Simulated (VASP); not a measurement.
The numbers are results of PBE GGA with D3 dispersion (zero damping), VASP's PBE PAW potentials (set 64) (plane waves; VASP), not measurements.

A VASP calculation is set up with these files.

**INCAR**
```
! general
SYSTEM  = CsSnI3
PREC    = Accurate
ENCUT   = 520
LREAL   = .FALSE.
LASPH   = .TRUE.

! electronic loop
EDIFF   = 1E-7
NELM    = 100
ALGO    = Normal
LMAXMIX = 4

! smearing
ISMEAR  = 0
SIGMA   = 0.05

! functional
GGA     = PE
IVDW    = 11

! ions
ISIF    = 2

! output
LWAVE   = .FALSE.
LCHARG  = .FALSE.
```

**POSCAR**
```
CsSnI3
1.0
  6.1048176471   0.0000000000   0.0000000000
  0.0000000000   6.1048176471   0.0000000000
  0.0000000000   0.0000000000   6.1048176471
Cs Sn I
1 1 3
Cart
  0.0000000000   0.0000000000   0.0000000000
  3.0524088235   3.0524088235   3.0524088235
  3.0524088235   0.0000000000   3.0524088235
  0.0000000000   3.0524088235   3.0524088235
  3.0524088235   3.0524088235   0.0000000000
```

### KPOINTS
```
K-points
0
gamma
  4 4 4
0 0 0
```

POTCAR, in this order: Cs_sv Sn_d I (PBE.64 set). Program: vasp_std.

What VASP printed:

OSZICAR:
```
       N       E                     dE             d eps       ncg     rms          rms(c)
DAV:   1     0.358409537269E+03    0.35841E+03   -0.18547E+04   520   0.154E+03
DAV:   2     0.309209907052E+02   -0.32749E+03   -0.32108E+03   614   0.311E+02
DAV:   3    -0.122569389400E+02   -0.43178E+02   -0.42085E+02   616   0.125E+02
DAV:   4    -0.140174170999E+02   -0.17605E+01   -0.17575E+01   630   0.294E+01
DAV:   5    -0.140745763450E+02   -0.57159E-01   -0.57137E-01   846   0.514E+00    0.468E+00
DAV:   6    -0.138656822869E+02    0.20889E+00   -0.38434E-01   660   0.345E+00    0.310E+00
DAV:   7    -0.138496581032E+02    0.16024E-01   -0.29623E-01   674   0.237E+00    0.977E-01
DAV:   8    -0.138520569499E+02   -0.23988E-02   -0.44476E-02   600   0.150E+00    0.306E-01
DAV:   9    -0.138519450166E+02    0.11193E-03   -0.16971E-03   688   0.292E-01    0.181E-01
DAV:  10    -0.138521731357E+02   -0.22812E-03   -0.20097E-03   634   0.307E-01    0.832E-02
DAV:  11    -0.138522423964E+02   -0.69261E-04   -0.47133E-04   602   0.144E-01    0.147E-02
DAV:  12    -0.138522472927E+02   -0.48964E-05   -0.50269E-05   690   0.531E-02    0.781E-03
DAV:  13    -0.138522472286E+02    0.64133E-07   -0.16654E-06   672   0.766E-03    0.481E-03
DAV:  14    -0.138522470294E+02    0.19923E-06   -0.13410E-07   490   0.303E-03    0.251E-03
DAV:  15    -0.138522468969E+02    0.13246E-06   -0.19155E-07   480   0.309E-03    0.260E-04
DAV:  16    -0.138522468987E+02   -0.17385E-08   -0.16522E-08   374   0.835E-04
   1 F= -.15119119E+02 E0= -.15118680E+02  d E =-.878257E-03
```

**OUTCAR**
```
------------------------ aborting loop because EDIFF is reached ----------------------------------------
 Edisp (eV)   -1.26687
  FORCE on cell =-STRESS in cart. coord.  units (eV):
  Direction    XX          YY          ZZ          XY          YZ          ZX
  --------------------------------------------------------------------------------------
  Total       1.89161     1.89161     1.89161    -0.00000    -0.00000     0.00000
  in kB      13.32060    13.32060    13.32060    -0.00000    -0.00000     0.00000
  external pressure =       13.32 kB  Pullay stress =        0.00 kB
  volume of cell :      227.52
      direct lattice vectors                 reciprocal lattice vectors
     6.104817647  0.000000000  0.000000000     0.163805057  0.000000000  0.000000000
     0.000000000  6.104817647  0.000000000     0.000000000  0.163805057  0.000000000
     0.000000000  0.000000000  6.104817647     0.000000000  0.000000000  0.163805057
 POSITION                                       TOTAL-FORCE (eV/Angst)
 -----------------------------------------------------------------------------------
      0.00000      0.00000      0.00000         0.000000      0.000000      0.000000
      3.05241      3.05241      3.05241         0.000000      0.000000      0.000000
      3.05241      0.00000      3.05241         0.000000      0.000000      0.000000
      0.00000      3.05241      3.05241         0.000000      0.000000      0.000000
      3.05241      3.05241      0.00000         0.000000      0.000000      0.000000
 -----------------------------------------------------------------------------------
    total drift:                                0.000000     -0.000000     -0.000000
  FREE ENERGIE OF THE ION-ELECTRON SYSTEM (eV)
  ---------------------------------------------------
  free  energy   TOTEN  =       -15.1191188376 eV

  energy  without entropy=      -15.1182405808  energy(sigma->0) =      -15.11867971
```
(Selected blocks of OUTCAR.)

The compound is CsSnI3 in the cubic perovskite structure, the ideal cubic form; the compound distorts at low or room temperature. This cell is one point of a volume scan, at 0.94 of the reference volume.
